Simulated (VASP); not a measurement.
Data:

```
Cd2SSe
1.0
    4.21020     0.00000     0.00000
   -2.10510     3.64614     0.00000
    0.00000     0.00000     6.87439
Cd Se S
2 1 1
Direct
  0.00000   0.00000   0.48902
  0.33333   0.66667   0.01076
  0.33333   0.66667   0.62677
  0.00000   0.00000   0.12145
```

Calculation: PBEsol GGA, VASP's PBE PAW potentials (set 64) (plane waves; VASP). Numerical set-up: 530 eV cut-off, 6×6×3 Γ-centred mesh, Gaussian smearing of 0.050 eV, potentials Cd Se S.

Task: Give the elastic stiffness tensor with the ions relaxed (GPa, in the frame of the cell).

Result: 
```csv
,xx,yy,zz,yz,xz,xy
xx,79.3,49.0,41.8,0.9,0.0,0.0
yy,49.0,79.3,41.8,-0.9,0.0,0.0
zz,41.8,41.8,89.2,0.0,0.0,0.0
yz,0.9,-0.9,0.0,13.4,0.0,0.0
xz,0.0,0.0,0.0,0.0,13.4,0.9
xy,0.0,0.0,0.0,0.0,0.9,15.2
```

Task: Estimate the Hill bulk modulus, Hill shear modulus, Young's modulus, Poisson's ratio.

Result: 
The Hill bulk modulus is 57.0 GPa and the Hill shear modulus is 15.7 GPa. The Young's modulus is 43.1 GPa and the Poisson's ratio comes out as 0.374.

The structure comes from a computed database's Cd2SeS entry (P3m1); how it stands against other phases isn't given here. It was relaxed first, which changed the volume by -6 %.
